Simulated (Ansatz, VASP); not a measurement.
# RbSnS in VASP and in Ansatz

```
Rb Sn S
1.0
     4.63832    0.00000    0.00000
     0.00000    4.63832    0.00000
     0.00000    0.00000    5.23275
Rb Sn S
1 1 1
Direct
  0.00000 0.00000 0.00000
  0.50000 0.50000 0.50000
  0.50000 0.50000 0.00000
```

Alike in both runs: task relaxation of cell and atoms; functional PBE; k mesh 10 × 10 × 10; occupations gaussian, width 0.1 eV; no spin polarisation.

|  | VASP | Ansatz |
| --- | --- | --- |
| version | VASP 6.6.1 | Ansatz 0.2.0 |
| potentials or method | VASP PAW PBE potentials, release 64 (Rb_sv, Sn_d, S) | scalar-relativistic, plane waves, PAW |
| plane-wave cutoff (eV) | 600 | 420 |
| valence electrons in the cell | 29 | 29 |

Ansatz gave:

| Quantity | Value |
| --- | --- |
| gap on the k mesh at the Fermi level, each at its own relaxed structure (eV) | none |
| relaxed volume (Å³/atom) | 38.39 |
| relaxed cell length with the largest relative difference (Å) | 4.649 |
| energy change over the relaxation (meV/atom) | -4 |

Problem. What did VASP give for the same quantities?

Solution. gap on the k mesh at the Fermi level, each at its own relaxed structure (eV): none; relaxed volume (Å³/atom): 38.44; relaxed cell length with the largest relative difference (Å): 4.651; energy change over the relaxation (meV/atom): -4.

A gap of «none» marks a metal or a gap that the smearing closes.
